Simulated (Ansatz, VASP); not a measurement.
# SrLi2Al6Si11O33 (glassy 69SiO2-19Al2O3-6SrO-6Li2O (mol %)): VASP beside Ansatz, part 2 of 2

Aim: how closely do two programs agree when they are given the same cell, functional and k mesh? Of the first pair: The structure shown is the start of the Ansatz relaxation below; VASP solves that cell, so the two are compared at the walk's first step.

VASP 6.6.1 and Ansatz 0.2.0.

So far. Step 3 (VASP: single point, PBE, start cell, pair 1): The run ends at a pressure of 1.65 GPa, with forces up to 4.6 eV/Å.

## (6) VASP: single point, PBE, relaxed cell, pair 2

Level of this step: PBE; plane waves and PAW (Si, Al, Sr_sv, Li_sv, O) (VASP).

The same cell, functional and mesh now go to VASP, with its own data sets.

INCAR

```
SYSTEM = SrLi2Al6Si11O33
PREC = Accurate
ENCUT = 750
EDIFF = 1E-06
NELM = 120
ISMEAR = 0
SIGMA = 0.01
LREAL = Auto
ALGO = Normal
GGA = PE
NBANDS = 352
LORBIT = 11
LWAVE = .FALSE.
LCHARG = .FALSE.
ISIF = 2
LASPH = .TRUE.
GGA_COMPAT = .FALSE.
EFERMI = MIDGAP
NCORE = 2
```

POSCAR

```
SrLi2Al6Si11O33
1.0
   10.9909430000      0.1762750000      0.0726150000
    0.1762750000     11.0620270000      0.2218240000
    0.0726150000      0.2218240000     11.3250130000
Si Al Sr Li O
22 12 2 4 66
Direct
    0.3847200000      0.4567800000      0.7156200000
    0.0011200000      0.5581400000      0.8915700000
    0.4251500000      0.9298200000      0.3084900000
    0.8567200000      0.7772200000      0.5954700000
    0.0255700000      0.4170300000      0.3661000000
    0.4541600000      0.3185100000      0.5001600000
    0.6819100000      0.6063100000      0.2772600000
    0.1424500000      0.3332900000      0.7780200000
    0.4144700000      0.2348600000      0.1755200000
    0.7293200000      0.5979300000      0.7818800000
    0.6500000000      0.2391400000      0.3236200000
    0.1387400000      0.9084400000      0.0076900000
    0.2319400000      0.1775400000      0.9930100000
    0.5853500000      0.3767100000      0.8757700000
    0.2885800000      0.6951000000      0.3614900000
    0.3457700000      0.7218500000      0.6246300000
    0.8266000000      0.4108600000      0.1702500000
    0.6310300000      0.0948600000      0.8157000000
    0.9605900000      0.2242400000      0.0420500000
    0.0161500000      0.6878900000      0.3714000000
    0.0391100000      0.2119200000      0.5512900000
    0.6917400000      0.8966600000      0.0251200000
    0.8820000000      0.6821200000      0.1105000000
    0.4976500000      0.7251400000      0.9255200000
    0.5004500000      0.5041600000      0.1008200000
    0.1676800000      0.1864600000      0.3180700000
    0.0953500000      0.7797900000      0.7587600000
    0.8414000000      0.0314100000      0.4578200000
    0.9627900000      0.0161100000      0.2108700000
    0.3022600000      0.0845400000      0.5347300000
[... 70 atom lines left out ...]
    0.3775200000      0.7910300000      0.2965300000
    0.3844300000      0.8455700000      0.8860500000
    0.3969600000      0.3890600000      0.1726100000
    0.9627500000      0.7065300000      0.2417200000
    0.7841300000      0.9034800000      0.5467600000
    0.6195400000      0.2317200000      0.8709500000
```

KPOINTS

```
Automatic mesh
0
Gamma
1 1 1
0 0 0
```

The projector-augmented-wave data sets are Si, Al, Sr_sv, Li_sv and O (PBE family, release 64).

On the command line:

```console
$ mpirun -np 8 vasp_gam
```

Numbers of over 12 decimals in the logs are rounded to 6 here.

The log of the run:

```text
[... set-up lines as in an earlier step ...]
 entering main loop
       N       E                     dE             d eps       ncg     rms          rms(c)
DAV:   1     0.622311721050E+04    0.62231E+04   -0.39192E+05   704   0.208E+03
DAV:   2    -0.310812646866E+03   -0.65339E+04   -0.63040E+04   872   0.438E+02
DAV:   3    -0.885101685204E+03   -0.57429E+03   -0.57037E+03   848   0.135E+02
DAV:   4    -0.903688609085E+03   -0.18587E+02   -0.18506E+02   904   0.235E+01
[...]
DAV:  17    -0.792968306935E+03    0.16017E-05   -0.13315E-04   896   0.310E-02    0.156E-02
DAV:  18    -0.792968310082E+03   -0.31471E-05   -0.42235E-05   832   0.138E-02    0.130E-02
DAV:  19    -0.792968310168E+03   -0.86322E-07   -0.66797E-06   824   0.539E-03
   1 F= -.79296831E+03 E0= -.79296831E+03  d E =0.000000E+00
```

From OUTCAR (step 6):

```text
  Total       -0.8472375     -0.6236763     -0.1422075      0.0474091      0.0088161      0.1043663
  in kB       -0.9865195     -0.7262058     -0.1655858      0.0552029      0.0102654      0.1215236
  external PRESSURE =      -0.6261037 kB  Pullay stress =       0.0000000 kB

 POSITION                                       TOTAL-FORCE (eV/Angst)
 -----------------------------------------------------------------------------------
      4.36092      5.27947      8.23367        -0.023664      0.023936      0.007273
      0.17544      6.37213     10.22093        -0.026496     -0.072784     -0.012439
      4.85910     10.42907      3.73078        -0.025565     -0.006599      0.009915
      9.59641      8.88074      6.97832        -0.012093     -0.034991     -0.017988
      0.38113      4.69891      4.24045        -0.007843      0.003397      0.009194
      5.08411      3.71437      5.76795         0.039672      0.014078      0.030425
      7.62184      6.88872      3.32398        -0.012715      0.027346     -0.068531
      1.68091      3.88456      8.89536        -0.039452     -0.026180     -0.023315
      4.60956      2.71002      2.06996         0.050631     -0.012828     -0.034825
[...]
9.77854      4.14723      0.67310        -0.002436     -0.011290     -0.025007
      6.51128      3.78250      4.93878         0.001628     -0.004052     -0.004738
      5.57635      0.69730      8.88546        -0.034533     -0.024797      0.012311
      7.90639     10.95950      1.84516         0.004796      0.017024      0.049309
[...]
-----------------------------------------------------------------------------------
    total drift:                               -0.025969     -0.072138      0.053164

  FREE ENERGIE OF THE ION-ELECTRON SYSTEM (eV)
  ---------------------------------------------------
  free  energy   TOTEN  =      -792.9683101679 eV

  energy  without entropy=     -792.9683101679  energy(sigma->0) =     -792.96831017

[... 1 part as in an earlier step ...]

[... 2 further parts left out ...]
[key lines of the parts left out:]
E-fermi :   4.1871
```

The run ends at a pressure of -0.06 GPa, with forces up to 0.082 eV/Å.

## (7) Differences

What differs besides the data sets and the points named for the pairs above, as far as they apply: the cutoff is 420 eV in Ansatz and 750 eV in VASP (PREC = Accurate, projectors in real space). Total energies have different zeros and are not compared.

Compared:

```csv
quantity,Ansatz,VASP,difference
pressure (GPa),-0.01,-0.06,+0.05
gap on the k mesh (eV),3.517,3.516,+0.001
```

Forces on 7 of the 106 atoms, those with the largest forces and the largest differences (eV/Å; atoms numbered as in POSCAR):

```csv
atom,"Ansatz x, y, z","VASP x, y, z"
Si2,"-0.004, -0.008, -0.006","-0.026, -0.073, -0.012"
Si7,"-0.007, -0.005, -0.007","-0.013, 0.027, -0.069"
Si18,"0.001, 0.004, 0.004","-0.015, 0.032, 0.073"
Si22,"-0.003, 0.001, -0.009","-0.009, 0.000, -0.066"
O62,"-0.011, -0.011, -0.007","-0.043, -0.044, -0.037"
O67,"0.002, 0.002, -0.001","0.045, -0.020, 0.053"
O68,"-0.002, 0.006, 0.014","-0.022, 0.022, 0.058"
```

The forces differ by 22 meV/Å r.m.s., where the r.m.s. force is 0.006 eV/Å in Ansatz and 0.023 eV/Å in VASP: the atoms lie near their places of rest in Ansatz, so a percentage would say little (all taken over all components). A gap on the mesh is an upper bound, since the band edges may lie between its points.

## (8) Outcome

- r.m.s. force difference (single point, PBE, start cell, pair 1): 2.1 % of the r.m.s. force
- r.m.s. force difference (single point, PBE, relaxed cell, pair 2): 22 meV/Å

The r.m.s. force difference is 22 meV/Å (single point, PBE, relaxed cell, pair 2), beyond the 12 meV/Å picked in this series as the mark of a large difference. What causes the difference of the single point, PBE, relaxed cell, pair 2 pair stays open here. How closely two codes agree says nothing of how well the functional describes the real material.

[Lines on the potential files, build, host, timing and source positions are cut from VASP's logs without a mark.]

[Logs are printed without paths, hosts, clocks, repeated set-up lines and the standing remarks that a program may print on its own settings, such as how far it seeks lower states.]

[Hosts, paths, dates, database ids (printed as entryN), source tags and the programs' standing remarks are cut or masked in the printed files.]
